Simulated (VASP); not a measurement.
Input:

```
CELL_PARAMETERS angstrom
      0.00000     3.10302     3.10302
      3.10302     0.00000     3.10302
      3.10302     3.10302     0.00000
ATOMIC_POSITIONS crystal
  Cd 0.00000 0.00000 0.00000
  Se 0.25000 0.25000 0.25000
```

The numbers are results of modified Becke-Johnson potential (mBJ), VASP's PBE PAW potentials (set 64) (plane waves; VASP), not measurements. Settings: 520 eV cut-off, 6×6×6 Γ-centred mesh, Gaussian smearing of 0.050 eV, potentials Cd Se.

mBJ is a potential without an energy functional, so only the levels count.

Question: Give the energies of bands 6 to 12 at the high-symmetry points, in eV from the valence-band maximum.

Answer: 
```
band      Γ      X      U      L      W
----  -----  -----  -----  -----  -----
6     -7.36  -7.05  -7.00  -7.12  -6.97
7      0.00  -3.33  -3.25  -3.56  -3.22
8      0.00  -1.47  -1.99  -0.59  -1.79
9      0.00  -1.47  -1.20  -0.59  -1.70
10     1.83   4.26   4.65   3.43   5.58
11     6.77   4.56   5.85   7.17   6.02
12     6.77   9.84   8.96   7.17   7.39
```

The gap is direct, 1.83 eV, from the valence maximum at Γ to the conduction minimum at Γ.

The compound is CdSe in the zinc blende structure, whereas wurtzite is the usual form. It was relaxed first, which changed the volume by +8 %. The cell's shape comes from a PBE relaxation.
